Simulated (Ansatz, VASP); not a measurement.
# TiSi2N4 (TiSi2N4 monolayer) in two plane-wave programs, part 2 of 2

One calculation is typed for both programs; each brings its own data sets. How far apart do they land? Of the first pair: The structure shown is the start of the Ansatz relaxation below; VASP solves that cell, so the two are compared at the walk's first step.

VASP 6.6.1 and Ansatz 0.2.0.

So far: Set-up; Ansatz: relaxation, PBE with D3(BJ).

### Step 3. VASP: single point, PBE with D3(BJ), start cell, pair 1

Level of this step: PBE with D3(BJ), no spin polarisation; plane waves and PAW (N, Si, Ti_sv) (VASP).

The same cell, functional, mesh and smearing now go to VASP, with its own data sets.

Lines of VASP's logs that name or quote its potential files are left out, and so is its time.

Contents of INCAR:

```
SYSTEM = TiSi2N4
PREC = Accurate
ENCUT = 520
EDIFF = 1E-06
NELM = 120
ISMEAR = -1
SIGMA = 0.05
LREAL = .FALSE.
ALGO = Normal
GGA = PE
IVDW = 12
NBANDS = 27
LASPH = .TRUE.
LORBIT = 11
LWAVE = .FALSE.
LCHARG = .FALSE.
ISIF = 2
LDIPOL = .TRUE.
IDIPOL = 3
DIPOL = 0.5 0.5 0.5
LVHAR = .TRUE.
GGA_COMPAT = .FALSE.
EFERMI = MIDGAP
NELMDL = -8
KPAR = 2
```

Contents of POSCAR:

```
TiSi2N4
1.0
    2.9200000000      0.0000000000      0.0000000000
   -1.4600000000      2.5287940000      0.0000000000
    0.0000000000      0.0000000000     45.0425290000
N Si Ti
4 2 1
Direct
    0.0000000000      0.0000000000      0.4218235504
    0.3333333333      0.6666666667      0.4710977041
    0.3333333333      0.6666666667      0.5289022737
    0.0000000000      0.0000000000      0.5781764274
    0.3333333333      0.6666666667      0.4322455340
    0.3333333333      0.6666666667      0.5677544438
    0.0000000000      0.0000000000      0.4999999889
```

Contents of KPOINTS:

```
Automatic mesh
0
Gamma
12 12 1
0 0 0
```

Potentials, in the order of the species: N, Si and Ti_sv (PBE family, release 64).

The run is started by

```sh
$ mpirun -np 2 vasp_std
```

Numbers of over 12 decimals in the logs are rounded to 6 here.

The log of the run:

```text
[banner, memory and clock lines left out]
running    2 mpi-ranks, on    1 nodes
 distrk:  each k-point on    1 cores,    2 groups
 distr:  one band on    1 cores,    1 groups

 POSCAR found type information on POSCAR N SiTi
 POSCAR found :  3 types and       7 ions
 LDA part: xc-table for (Slater+PW92), standard interpolation
 POSCAR, INCAR and KPOINTS ok, starting setup
 FFT: planning ... GRIDC
 FFT: planning ... GRID_SOFT
 FFT: planning ... GRID
 WAVECAR not read
 entering main loop
       N       E                     dE             d eps       ncg     rms          rms(c)
DAV:   1     0.382929139511E+03    0.38293E+03   -0.17764E+04  1202   0.118E+03
DAV:   2    -0.596538352723E+01   -0.38889E+03   -0.37729E+03  1486   0.308E+02
DAV:   3    -0.684453865515E+02   -0.62480E+02   -0.62115E+02  1447   0.127E+02
DAV:   4    -0.720859787286E+02   -0.36406E+01   -0.36341E+01  1619   0.331E+01
DAV:   5    -0.722633303013E+02   -0.17735E+00   -0.17734E+00  1492   0.427E+00
DAV:   6    -0.722656234129E+02   -0.22931E-02   -0.22930E-02  1545   0.646E-01
DAV:   7    -0.722657018156E+02   -0.78403E-04   -0.78402E-04  1532   0.919E-02
DAV:   8    -0.722657028055E+02   -0.98990E-06   -0.98989E-06  1585   0.119E-02    0.251E+01
DAV:   9    -0.616442955558E+02    0.10621E+02   -0.87174E+01  1469   0.630E+01    0.185E+01
DAV:  10    -0.612821886249E+02    0.36211E+00   -0.68264E+01  1360   0.639E+01    0.112E+01
DAV:  11    -0.592474586817E+02    0.20347E+01   -0.39805E+00  1295   0.175E+01    0.504E+00
DAV:  12    -0.590436698408E+02    0.20379E+00   -0.32150E+00  1598   0.127E+01    0.336E+00
DAV:  13    -0.589548085039E+02    0.88861E-01   -0.43950E-01  1267   0.466E+00    0.122E+00
DAV:  14    -0.589532361788E+02    0.15723E-02   -0.32915E-02  1237   0.141E+00    0.755E-01
[...]
DAV:  23    -0.589476369810E+02   -0.56001E-04   -0.58794E-06  1004   0.188E-02    0.355E-03
DAV:  24    -0.589476832154E+02   -0.46234E-04   -0.16105E-06   909   0.680E-03    0.265E-03
DAV:  25    -0.589477072265E+02   -0.24011E-04   -0.13005E-06   879   0.689E-03    0.195E-03
DAV:  26    -0.589477121055E+02   -0.48791E-05   -0.17629E-07   698   0.293E-03    0.981E-04
DAV:  27    -0.589477177340E+02   -0.56285E-05   -0.21903E-07   733   0.224E-03    0.312E-04
DAV:  28    -0.589477196064E+02   -0.18724E-05   -0.47682E-08   668   0.134E-03    0.370E-04
DAV:  29    -0.589477219197E+02   -0.23133E-05   -0.65884E-08   719   0.115E-03    0.370E-04
DAV:  30    -0.589477225596E+02   -0.63992E-06   -0.20818E-08   649   0.746E-04
   1 F= -.60692899E+02 E0= -.60692897E+02  d E =-.383239E-05
```

OUTCAR, selected parts (step 3):

```text
ion  position               nearest neighbor table
   1  0.000  0.000  0.422-   5 1.75   5 1.75   5 1.75
   2  0.333  0.667  0.471-   5 1.75   7 2.13   7 2.13   7 2.13
   3  0.333  0.667  0.529-   6 1.75   7 2.13   7 2.13   7 2.13
   4  0.000  0.000  0.578-   6 1.75   6 1.75   6 1.75
   5  0.333  0.667  0.432-   1 1.75   2 1.75   1 1.75   1 1.75
   6  0.333  0.667  0.568-   4 1.75   3 1.75   4 1.75   4 1.75
   7  0.000  0.000  0.500-   2 2.13   3 2.13   2 2.13   3 2.13   2 2.13   3 2.13

  LATTYP: Found a hexagonal cell.
 ALAT       =     2.9200000000
 C/A-ratio  =    15.4255236301

 Subroutine GETGRP returns: Found 12 space group operations
 (whereof 12 operations were pure point group operations)

The static configuration has the point symmetry D_3h.

 Found     19 irreducible k-points:

   k-points           NKPTS =     19   k-points in BZ     NKDIM =     19   number of bands    NBANDS=     27

   dimension x,y,z NGX =    24 NGY =   24 NGZ =  336
   dimension x,y,z NGXF=    48 NGYF=   48 NGZF=  672

   ENCUT  =  520.0 eV  38.22 Ry    6.18 a.u.   5.43  5.43 83.75*2*pi/ulx,y,z

   NELECT =      40.0000    total number of electrons

 k-points in reciprocal lattice and weights: Automatic mesh
   0.00000000  0.00000000  0.00000000       0.007
   0.08333333 -0.00000000  0.00000000       0.042
   0.16666667  0.00000000  0.00000000       0.042
   0.25000000 -0.00000000  0.00000000       0.042
   0.33333333  0.00000000  0.00000000       0.042
   0.41666667 -0.00000000  0.00000000       0.042
   0.50000000 -0.00000000  0.00000000       0.021
   0.08333333  0.08333333  0.00000000       0.042
   0.16666667  0.08333333  0.00000000       0.083
[...]
0.33333333  0.25000000  0.00000000       0.083
   0.33333333  0.33333333  0.00000000       0.014

 dipolmoment           0.000000      0.000000      0.000018 electrons x Angstroem

 average (electrostatic) potential at core
       1 -71.1343       2 -70.2286       3 -70.2284       4 -71.1339       5 -92.4565
       6 -92.4562       7 -83.9039

 E-fermi :  -2.9202

 k-point     1 :       0.0000    0.0000    0.0000
  band No.  band energies     occupation
    ...
     16      -4.4834      2.00000
     17      -4.4834      2.00000
     18      -4.3934      2.00000
     19      -3.4443      1.99994
     20      -3.4443      1.99994
     21      -1.6082      0.00000
     22       0.4780      0.00000
     23       0.4780      0.00000
     24       0.7265      0.00000
     25       0.7265      0.00000
    ...

 k-point     2 :       0.0833   -0.0000    0.0000
  band No.  band energies     occupation
    ...
     16      -4.7173      2.00000
     17      -4.4037      2.00000
     18      -4.3531      2.00000
     19      -3.5950      2.00000
     20      -3.5659      2.00000
     21      -1.6385      0.00000
     22       0.3329      0.00000
     23       0.4559      0.00000
     24       0.6343      0.00000
     25       0.8476      0.00000
    ...

 k-point     3 :       0.1667    0.0000    0.0000
  band No.  band energies     occupation
    ...
     16      -5.1553      2.00000
     17      -4.4750      2.00000
     18      -4.1931      2.00000
     19      -3.9605      2.00000
     20      -3.8676      2.00000
     21      -1.8520      0.00000
     22       0.2570      0.00000
     23       0.4059      0.00000
     24       0.6445      0.00000
     25       1.1352      0.00000
    ...

 Edisp (eV)   -1.74518

  Total      -0.33907    -0.33907    -7.59004     0.00000     0.00000     0.00000
  in kB      -1.63336    -1.63336   -36.56246     0.00000     0.00000     0.00000
  external pressure =      -13.28 kB  Pullay stress =        0.00 kB

  energy-cutoff  :      520.00
  volume of cell :      332.60
      direct lattice vectors                 reciprocal lattice vectors
     2.920000000  0.000000000  0.000000000     0.342465753  0.197722709  0.000000000
    -1.460000000  2.528794000  0.000000000     0.000000000  0.395445418  0.000000000
     0.000000000  0.000000000 45.042529000     0.000000000  0.000000000  0.022201240

 POSITION                                       TOTAL-FORCE (eV/Angst)
 -----------------------------------------------------------------------------------
      0.00000      0.00000     19.00000        -0.000000     -0.000000     -0.691241
     -0.00000      1.68586     21.21943         0.000000      0.000000      2.533518
     -0.00000      1.68586     23.82310         0.000000      0.000000     -2.533518
      0.00000      0.00000     26.04253        -0.000000     -0.000000      0.691241
     -0.00000      1.68586     19.46943         0.000000      0.000000      0.950207
     -0.00000      1.68586     25.57310         0.000000      0.000000     -0.950207
      0.00000      0.00000     22.52126        -0.000000     -0.000000     -0.000000
 -----------------------------------------------------------------------------------
    total drift:                                0.000000     -0.000010      0.004164

  FREE ENERGIE OF THE ION-ELECTRON SYSTEM (eV)
  ---------------------------------------------------
  free  energy   TOTEN  =       -60.6928990902 eV

  energy  without entropy=      -60.6928952578  energy(sigma->0) =      -60.69289717

 vacuum level on the upper side and lower side of the slab         2.851         2.851

 total charge
# of ion       s       p       d       tot
------------------------------------------
    1        1.222   2.687   0.000   3.909
    2        1.246   2.526   0.000   3.772
    3        1.246   2.526   0.000   3.772
    4        1.222   2.687   0.000   3.909
    5        0.675   0.963   0.000   1.638
    6        0.675   0.963   0.000   1.638
    7        2.205   6.234   1.813  10.252
--------------------------------------------------
tot          8.491  18.584   1.813  28.889

[... 3 further parts left out ...]
```

This run has no spin polarisation, so a moment on Ti, if there is one, isn't seen.

### Step 4. Differences

Known differences besides the potentials themselves: Ansatz cuts the interaction across the vacuum, VASP repeats the sheet with a dipole correction; the cutoff is 420 eV in Ansatz and 520 eV in VASP. Total energies have different zeros and are not compared.

Forces (eV/Å; atoms numbered as in POSCAR):

```
atom        Ansatz x, y, z          VASP x, y, z
  N1  0.000, 0.000, -0.706  0.000, 0.000, -0.691
  N2   0.000, 0.000, 2.566   0.000, 0.000, 2.534
  N3  0.000, 0.000, -2.566  0.000, 0.000, -2.534
  N4   0.000, 0.000, 0.706   0.000, 0.000, 0.691
 Si5   0.000, 0.000, 0.965   0.000, 0.000, 0.950
 Si6  0.000, 0.000, -0.965  0.000, 0.000, -0.950
 Ti7   0.000, 0.000, 0.000   0.000, 0.000, 0.000
```

The forces differ by 12 meV/Å r.m.s., which is 1.4 % of the r.m.s. force of 0.862 eV/Å (both taken over all components). With vacuum in the cell, a pressure given here is an average over mostly empty space and none of the material.

### Step 5. Ansatz: relaxation, PBE with D3(BJ)

This run makes the geometry at which the two programs are then compared.

The structure compared here is the end of the Ansatz relaxation.

Contents of input.yaml:

```yaml
crystal:
  lattice:
    - [2.92, 0.0, 0.0]
    - [-1.46, 2.5287941791, 0.0]
    - [0.0, 0.0, 45.0425286479]
  atoms:
    - { symbol: "N", position: [0.0, 0.0, 0.4218235648] }
    - { symbol: Si, position: [0.3333333333, 0.6666666667, 0.4322455436] }
    - { symbol: "N", position: [0.3333333333, 0.6666666667, 0.4710977141] }
    - { symbol: Ti, position: [0.0, 0.0, 0.5] }
    - { symbol: "N", position: [0.3333333333, 0.6666666667, 0.5289022859] }
    - { symbol: Si, position: [0.3333333333, 0.6666666667, 0.5677544564] }
    - { symbol: "N", position: [0.0, 0.0, 0.5781764352] }
  periodic: [true, true, false]
kpoints:
  mp_grid: { grid: [12, 12, 1] }
hamiltonian:
  xc: pbe
  dispersion: d3bj
scf:
  occupations: { method: fermi_dirac, width: 0.05 }
  convergence: { dr2_threshold: 1.0e-09 }
relax:
  f_tol: 0.004
  max_steps: 90
  cell: {}
output:
  write_potential: true
  write_density: true
  volumetric_format: npy
```

The run is started by

```sh
$ ansatz run input.yaml --threads 4 --pin off --max-ram 12288MiB --backend cpu --events-out ev --progress --plain --runs-dir out
```

The log of the run:

```text
[...]
Crystal: 7 atoms, lattice volume = 332.598 Å³
Basis set: ecut = 420 eV, 6463 PW (Γ), exchange–correlation on 40×40×640 points (8 copies of the dense FFT grid, shifted against one another)
Bands: 27, of which v1, the nominal top of the filled ones, is band 20 counted from 1 (19 counted from 0)
Symmetry: 12 space group operations
[...]
- { symbol: N, position: [1.0573552618554993e-17, -5.135725556199063e-17, 0.423708] }
    - { symbol: Si, position: [0.333333, 0.666667, 0.435146] }
    - { symbol: N, position: [0.333333, 0.666667, 0.473916] }
    - { symbol: Ti, position: [1.0573552618555009e-17, -5.135725556199062e-17, 0.5] }
    - { symbol: N, position: [0.333333, 0.666667, 0.526084] }
    - { symbol: Si, position: [0.333333, 0.666667, 0.564854] }
    - { symbol: N, position: [1.0573552618554993e-17, -5.135725556199063e-17, 0.576292] }
[key lines of the parts left out:]
SCF converged after 5 iterations
Free energy (F): -5316.214292 eV
Fermi energy:    -6.023920 eV
P = ½ c Tr σ = 0.0079 N/m
```

### Step 6. VASP: single point, PBE with D3(BJ), relaxed cell, pair 2

The same cell, functional, mesh and smearing now go to VASP, with its own data sets.

INCAR is that of step 3.

Contents of POSCAR:

```
TiSi2N4
1.0
    2.9211043069      0.0000000000      0.0000000000
   -1.4605521535      2.5297505369      0.0000000000
    0.0000000000      0.0000000000     45.0425286479
N Si Ti
4 2 1
Direct
    0.0000000000      0.0000000000      0.4237076678
    0.3333333333      0.6666666667      0.4739156587
    0.3333333333      0.6666666667      0.5260843413
    0.0000000000      0.0000000000      0.5762923322
    0.3333333333      0.6666666667      0.4351458738
    0.3333333333      0.6666666667      0.5648541262
    0.0000000000      0.0000000000      0.5000000000
```

KPOINTS is that of step 3.

The run is started by

```sh
$ mpirun -np 2 vasp_std
```

The log of the run:

```text
[... set-up lines as in an earlier step ...]
 entering main loop
       N       E                     dE             d eps       ncg     rms          rms(c)
DAV:   1     0.389279490487E+03    0.38928E+03   -0.17856E+04  1218   0.118E+03
DAV:   2    -0.403291176431E+01   -0.39331E+03   -0.38027E+03  1451   0.308E+02
DAV:   3    -0.682880658299E+02   -0.64255E+02   -0.63869E+02  1450   0.129E+02
DAV:   4    -0.720848406599E+02   -0.37968E+01   -0.37912E+01  1600   0.335E+01
[...]
DAV:  28    -0.593059362462E+02   -0.15957E-05   -0.60315E-08   692   0.142E-03    0.338E-04
DAV:  29    -0.593059381254E+02   -0.18792E-05   -0.50803E-08   736   0.815E-04    0.315E-04
DAV:  30    -0.593059387590E+02   -0.63362E-06   -0.17205E-08   665   0.812E-04
   1 F= -.61096521E+02 E0= -.61096520E+02  d E =-.267547E-06
```

OUTCAR, selected parts (step 6):

```text
 Edisp (eV)   -1.79058

  Total      -0.03045    -0.03045     0.00156     0.00000     0.00000     0.00000
  in kB      -0.14658    -0.14658     0.00751     0.00000     0.00000     0.00000
  external pressure =       -0.10 kB  Pullay stress =        0.00 kB

 POSITION                                       TOTAL-FORCE (eV/Angst)
 -----------------------------------------------------------------------------------
      0.00000      0.00000     19.08486        -0.000000      0.000000      0.016327
     -0.00000      1.68650     21.34636        -0.000000      0.000000     -0.036177
     -0.00000      1.68650     23.69617         0.000000     -0.000000      0.036177
      0.00000      0.00000     25.95766        -0.000000      0.000000     -0.016327
     -0.00000      1.68650     19.60007        -0.000000      0.000000     -0.015518
     -0.00000      1.68650     25.44246        -0.000000      0.000000      0.015518
      0.00000      0.00000     22.52126         0.000000     -0.000000      0.000000
 -----------------------------------------------------------------------------------
    total drift:                                0.000000     -0.000000     -0.000000

  FREE ENERGIE OF THE ION-ELECTRON SYSTEM (eV)
  ---------------------------------------------------
  free  energy   TOTEN  =       -61.0965206062 eV

  energy  without entropy=      -61.0965203387  energy(sigma->0) =      -61.09652047

[... 1 part as in an earlier step ...]

[... 2 further parts left out ...]
[key lines of the parts left out:]
E-fermi :  -3.1189
```

### Step 7. Side by side

Both answers:

```
              quantity  Ansatz   VASP  difference
gap on the k mesh (eV)   1.369  1.361      +0.008
```

At this near-relaxed geometry the largest component of a force difference is 36 meV/Å. A gap on the mesh is an upper bound, since the band edges may lie between its points. With vacuum in the cell, a pressure given here is an average over mostly empty space and none of the material.

### Step 8. Summary of results

```
r.m.s. force difference (single point, PBE with D3(BJ), start cell, pair 1)   : 1.4 % of the r.m.s. force
r.m.s. force difference (single point, PBE with D3(BJ), relaxed cell, pair 2) : 13 meV/Å
```

**Reading.** The r.m.s. force difference is 13 meV/Å (single point, PBE with D3(BJ), relaxed cell, pair 2), beyond the 12 meV/Å picked in this series as the mark of a large difference. What causes the difference of the single point, PBE with D3(BJ), relaxed cell, pair 2 pair stays open here. How closely two codes agree says nothing of how well the functional describes the real material.

[Lines on the potential files, build, host, timing and source positions are cut from VASP's logs without a mark.]

[Logs are printed without paths, hosts, clocks, repeated set-up lines and the standing remarks that a program may print on its own settings, such as how far it seeks lower states.]

[Hosts, paths, dates, database ids (printed as entryN), source tags and the programs' standing remarks are cut or masked in the printed files.]
